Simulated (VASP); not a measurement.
Consider the following.

```
CELL_PARAMETERS angstrom
      0.00000     2.39000     2.39000
      2.39000     0.00000     2.39000
      2.39000     2.39000     0.00000
ATOMIC_POSITIONS crystal
  B  0.00000 0.00000 0.00000
  As 0.25000 0.25000 0.25000
```

Level of theory: G0W0 on PBE orbitals, VASP's PBE PAW potentials (set 64) (plane waves; VASP). Numerical set-up: PREC = Normal, 500 eV cut-off, 6×6×6 Γ-centred mesh, Gaussian smearing of 0.010 eV, potentials B_GW As_GW.

The mesh is coarse and the basis finite, so the quasiparticle values are not converged.

NBANDS = 120, ENCUTGW = 180 eV, NOMEGA = 64. The PBE levels (eV) that the step starts from are:

```
state                            KS energy  filling
-------------------------------  ---------  -------
k1 (0.00, 0.00, 0.00), band 1        -9.24        2
k1 (0.00, 0.00, 0.00), band 2         6.15        2
k1 (0.00, 0.00, 0.00), band 3         6.15        2
k1 (0.00, 0.00, 0.00), band 4         6.15        2
k1 (0.00, 0.00, 0.00), band 5         9.42        0
k1 (0.00, 0.00, 0.00), band 6         9.42        0
k1 (0.00, 0.00, 0.00), band 7         9.42        0
k1 (0.00, 0.00, 0.00), band 8        10.79        0
k11 (0.50, 0.33, 0.00), band 1       -5.63        2
k11 (0.50, 0.33, 0.00), band 2       -1.55        2
k11 (0.50, 0.33, 0.00), band 3        1.15        2
k11 (0.50, 0.33, 0.00), band 4        2.49        2
k11 (0.50, 0.33, 0.00), band 5        7.98        0
k11 (0.50, 0.33, 0.00), band 6       10.01        0
k11 (0.50, 0.33, 0.00), band 7       15.51        0
k11 (0.50, 0.33, 0.00), band 8       15.67        0
k12 (-0.33, 0.33, 0.00), band 1      -5.43        2
k12 (-0.33, 0.33, 0.00), band 2      -1.71        2
k12 (-0.33, 0.33, 0.00), band 3       0.08        2
k12 (-0.33, 0.33, 0.00), band 4       3.10        2
k12 (-0.33, 0.33, 0.00), band 5       8.63        0
k12 (-0.33, 0.33, 0.00), band 6      13.38        0
k12 (-0.33, 0.33, 0.00), band 7      14.26        0
k12 (-0.33, 0.33, 0.00), band 8      15.48        0
```

### Question
Give the quasiparticle energies and renormalisation factors Z.

### Answer

```tsv
state	QP energy (eV)	Z
k1 (0.00, 0.00, 0.00), band 1	-9.98	0.70
k1 (0.00, 0.00, 0.00), band 2	5.60	0.79
k1 (0.00, 0.00, 0.00), band 3	5.60	0.79
k1 (0.00, 0.00, 0.00), band 4	5.60	0.79
k1 (0.00, 0.00, 0.00), band 5	9.70	0.79
k1 (0.00, 0.00, 0.00), band 6	9.70	0.79
k1 (0.00, 0.00, 0.00), band 7	9.70	0.79
k1 (0.00, 0.00, 0.00), band 8	11.30	0.76
k11 (0.50, 0.33, 0.00), band 1	-6.24	0.72
k11 (0.50, 0.33, 0.00), band 2	-2.29	0.72
k11 (0.50, 0.33, 0.00), band 3	0.44	0.75
k11 (0.50, 0.33, 0.00), band 4	1.81	0.77
k11 (0.50, 0.33, 0.00), band 5	8.04	0.80
k11 (0.50, 0.33, 0.00), band 6	10.16	0.78
k11 (0.50, 0.33, 0.00), band 7	15.82	0.74
k11 (0.50, 0.33, 0.00), band 8	16.00	0.74
k12 (-0.33, 0.33, 0.00), band 1	-6.03	0.73
k12 (-0.33, 0.33, 0.00), band 2	-2.47	0.72
k12 (-0.33, 0.33, 0.00), band 3	-0.64	0.74
k12 (-0.33, 0.33, 0.00), band 4	2.44	0.77
k12 (-0.33, 0.33, 0.00), band 5	8.73	0.79
k12 (-0.33, 0.33, 0.00), band 6	13.78	0.75
k12 (-0.33, 0.33, 0.00), band 7	14.60	0.75
k12 (-0.33, 0.33, 0.00), band 8	15.70	0.74
```
On the mesh the gap opens from 1.27 to 1.89 eV.

The compound is BAs in the zinc blende structure. The cell was not relaxed at this level.
